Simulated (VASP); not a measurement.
An input for Ansatz (written as the equivalent of a VASP run, and not itself run):

Ansatz 0.2 input:
```yaml
crystal:
  lattice:
    - [0.0000000, 2.8927788, 2.8927788]
    - [2.8927788, 0.0000000, 2.8927788]
    - [2.8927788, 2.8927788, 0.0000000]
  atoms:
    - { symbol: Cu, position: [0.0000000, 0.0000000, 0.0000000] }
    - { symbol: I, position: [0.2500000, 0.2500000, 0.2500000] }
kpoints:
  mp_grid: { grid: [8, 8, 8] }
hamiltonian:
  xc: pbesol
  pseudopotentials: { kind: paw }
scf:
  occupations: { method: gaussian, width: 0.05 }
  max_iter: 100
relax:
  max_steps: 40
  f_tol: 0.02
  cell: { p_target: 10 }
output: { forces: true, stress: true, eigenvalues: true }
```

Task: Translate this input to VASP (INCAR, KPOINTS, POSCAR, choice of POTCAR).

Result: One answer among several that fit: 
POSCAR:
```
CuI
1
    0.0000000000     2.8927788108     2.8927788108
    2.8927788108     0.0000000000     2.8927788108
    2.8927788108     2.8927788108     0.0000000000
Cu I
1 1
Direct
  0.0000000000   0.0000000000   0.0000000000
  0.2500000000   0.2500000000   0.2500000000
```

### INCAR
```
SYSTEM = CuI
PREC = Accurate
ENCUT = 500
EDIFF = 1E-6
NELM = 100
ALGO = Normal
LREAL = .FALSE.
LASPH = .TRUE.
ISMEAR = 0
SIGMA = 0.05
GGA = PS
LMAXMIX = 4
LWAVE = .FALSE.
LCHARG = .FALSE.
IBRION = 2
ISIF = 3
NSW = 40
EDIFFG = -0.02
PSTRESS = 100
```

### KPOINTS
```
Automatic mesh
0
Gamma
8 8 8
0 0 0
```

POTCAR, in this order: Cu I (PBE.64 set). Program: vasp_std.

What does not carry over: each code has its own PAW files, so the cut-off isn't converted (ENCUT is set for VASP's; basis.ecutwfc is left out, and Ansatz then takes the one that its files recommend); Ansatz stops its SCF on the density residual and VASP on the energy change (EDIFF).

The compound is CuI in the zinc blende structure. This run relaxes it under an external pressure of 10 GPa. Symmetry was kept, so distortions that lower it aren't found.
